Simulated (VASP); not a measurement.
Method: MS2 meta-GGA, VASP's PBE PAW potentials (set 64) (plane waves; VASP).

VASP ran on this input.

**INCAR**
```
ALGO = Normal
EDIFF = 1E-7
ENCUT = 520
ISIF = 2
ISMEAR = -5
LASPH = .True.
LCHARG = .False.
LEFG = .True.
LMAXMIX = 4
LMIXTAU = .True.
LORBIT = 11
LREAL = .False.
LWAVE = .False.
METAGGA = MS2
NEDOS = 601
NELM = 100
PREC = Accurate
SYSTEM = SrTiO3
```

POSCAR:
```
SrTiO3
1
    3.9159328125     0.0000000000     0.0000000000
   -0.0000000000     3.9159328125    -0.0000000000
   -0.0000000000    -0.0000000000     3.9159328125
Sr Ti O
1 1 3
Direct
  0.0000000000   0.0000000000   0.0000000000
  0.5000000000   0.5000000000   0.5000000000
  0.5000000000   0.0000000000   0.5000000000
  0.0000000000   0.5000000000   0.5000000000
  0.5000000000   0.5000000000   0.0000000000
```

### KPOINTS_OPT
```
k-points along high-symmetry lines
10
Line-mode
Reciprocal
  0.000000   0.000000   0.000000 ! GAMMA
  0.000000   0.500000   0.000000 ! X

  0.000000   0.500000   0.000000 ! X
  0.500000   0.500000   0.000000 ! M

  0.500000   0.500000   0.000000 ! M
  0.000000   0.000000   0.000000 ! GAMMA

  0.000000   0.000000   0.000000 ! GAMMA
  0.500000   0.500000   0.500000 ! R

  0.500000   0.500000   0.500000 ! R
  0.000000   0.500000   0.000000 ! X

  0.500000   0.500000   0.500000 ! R
  0.500000   0.500000   0.000000 ! M
```

### KPOINTS
```
Automatic mesh
0
gamma
6 6 6
```

POTCAR, in this order: Sr_sv Ti_sv O (PBE.64 set). Program: vasp_std.

The run wrote:

### OSZICAR
```
       N       E                     dE             d eps       ncg     rms          rms(c)
DAV:   1     0.406593340088E+03    0.40659E+03   -0.20671E+04   960   0.177E+03
DAV:   2    -0.524588489991E+02   -0.45905E+03   -0.45347E+03  1176   0.493E+02
DAV:   3    -0.962670883680E+02   -0.43808E+02   -0.43577E+02  1568   0.143E+02
DAV:   4    -0.985604177814E+02   -0.22933E+01   -0.22611E+01  1432   0.275E+01
DAV:   5    -0.986538701260E+02   -0.93452E-01   -0.93300E-01  1280   0.459E+00    0.305E+01
DAV:   6    -0.539970050687E+02    0.44657E+02   -0.11732E+02  1248   0.103E+02    0.116E+01
DAV:   7    -0.556707242640E+02   -0.16737E+01   -0.54794E+01  1408   0.446E+01    0.998E+00
DAV:   8    -0.541218726729E+02    0.15489E+01   -0.13902E+00  1328   0.881E+00    0.816E+00
DAV:   9    -0.525020387409E+02    0.16198E+01   -0.30558E+00  1496   0.805E+00    0.637E+00
DAV:  10    -0.527191683715E+02   -0.21713E+00   -0.17815E+00  1488   0.100E+01    0.673E+00
DAV:  11    -0.528036810466E+02   -0.84513E-01   -0.11508E+00  1296   0.756E+00    0.868E+00
DAV:  12    -0.528666378712E+02   -0.62957E-01   -0.66890E-01  1096   0.741E+00    0.321E+00
DAV:  13    -0.527038909462E+02    0.16275E+00   -0.71778E-01  1280   0.787E+00    0.185E+00
DAV:  14    -0.527409484299E+02   -0.37057E-01   -0.55261E-02  1000   0.244E+00    0.127E+00
DAV:  15    -0.527348672569E+02    0.60812E-02   -0.50509E-03  1592   0.675E-01    0.118E+00
DAV:  16    -0.527293644928E+02    0.55028E-02   -0.57536E-03  1088   0.856E-01    0.806E-01
DAV:  17    -0.527297063018E+02   -0.34181E-03   -0.20551E-03  1536   0.393E-01    0.302E-01
DAV:  18    -0.527295175518E+02    0.18875E-03   -0.25503E-04  1056   0.159E-01    0.192E-01
DAV:  19    -0.527292381547E+02    0.27940E-03   -0.16532E-04  1328   0.122E-01    0.109E-01
DAV:  20    -0.527289973906E+02    0.24076E-03   -0.10584E-04  1264   0.933E-02    0.628E-02
DAV:  21    -0.527289077783E+02    0.89612E-04   -0.81766E-05  1224   0.819E-02    0.502E-02
DAV:  22    -0.527288959547E+02    0.11824E-04   -0.55914E-06  1272   0.222E-02    0.374E-02
DAV:  23    -0.527289140568E+02   -0.18102E-04   -0.51677E-06  1168   0.215E-02    0.768E-03
DAV:  24    -0.527289113689E+02    0.26879E-05   -0.62124E-07  1264   0.759E-03    0.446E-03
DAV:  25    -0.527289138272E+02   -0.24583E-05   -0.30763E-07   960   0.617E-03    0.158E-03
DAV:  26    -0.527289152949E+02   -0.14677E-05   -0.89018E-08   600   0.349E-03    0.843E-04
DAV:  27    -0.527289152499E+02    0.45033E-07   -0.14301E-08   488   0.132E-03
   1 F= -.52728915E+02 E0= -.52728915E+02  d E =0.000000E+00
       N       E                     dE             ncg
       N       E                     dE             ncg
       N       E                     dE             ncg
```

File OUTCAR:
```
------------------------ aborting loop because EDIFF is reached ----------------------------------------
  FORCE on cell =-STRESS in cart. coord.  units (eV):
  Direction    XX          YY          ZZ          XY          YZ          ZX
  --------------------------------------------------------------------------------------
  Total       -0.0429355     -0.0429355     -0.0429355     -0.0000000      0.0000000      0.0000000
  in kB       -1.1455686     -1.1455686     -1.1455686     -0.0000000      0.0000000      0.0000000
  external PRESSURE =      -1.1455686 kB  Pullay stress =       0.0000000 kB
  volume of cell :       60.05
      direct lattice vectors                 reciprocal lattice vectors
     3.915932812  0.000000000  0.000000000     0.255366996  0.000000000  0.000000000
     0.000000000  3.915932812  0.000000000     0.000000000  0.255366996  0.000000000
     0.000000000  0.000000000  3.915932812     0.000000000  0.000000000  0.255366996
 POSITION                                       TOTAL-FORCE (eV/Angst)
 -----------------------------------------------------------------------------------
      0.00000      0.00000      0.00000         0.000000      0.000000      0.000000
      1.95797      1.95797      1.95797         0.000000      0.000000      0.000000
      1.95797      0.00000      1.95797         0.000000      0.000000      0.000000
      0.00000      1.95797      1.95797         0.000000      0.000000      0.000000
      1.95797      1.95797      0.00000         0.000000      0.000000      0.000000
 -----------------------------------------------------------------------------------
    total drift:                                0.000000      0.000000     -0.000000
  FREE ENERGIE OF THE ION-ELECTRON SYSTEM (eV)
  ---------------------------------------------------
  free  energy   TOTEN  =       -52.7289152499 eV

  energy  without entropy=      -52.7289152499  energy(sigma->0) =      -52.72891525

 total charge

# of ion       s       p       d       tot
------------------------------------------
    1        2.005   5.881   0.183   8.069
    2        2.226   6.318   1.672  10.216
    3        1.590   3.513   0.000   5.103
    4        1.590   3.513   0.000   5.103
    5        1.590   3.513   0.000   5.103
--------------------------------------------------
tot          9.002  22.737   1.855  33.594

 Electric field gradients after diagonalization (V/A^2)
 (convention: |V_zz| > |V_xx| > |V_yy|)
----------------------------------------------------------------------
 ion       V_xx      V_yy      V_zz     asymmetry (V_yy - V_xx)/ V_zz
----------------------------------------------------------------------
   1      -0.000    -0.000    -0.000      -0.084
   2       0.000    -0.000     0.000      -1.723
   3      -6.499    -6.499    12.999       0.000
   4      -6.499    -6.499    12.999       0.000
   5      -6.499    -6.499    12.999       0.000
```
(Selected blocks of OUTCAR.)

The compound is SrTiO3 in the cubic perovskite structure, the ideal cubic form; the compound distorts at low or room temperature. It was relaxed first.
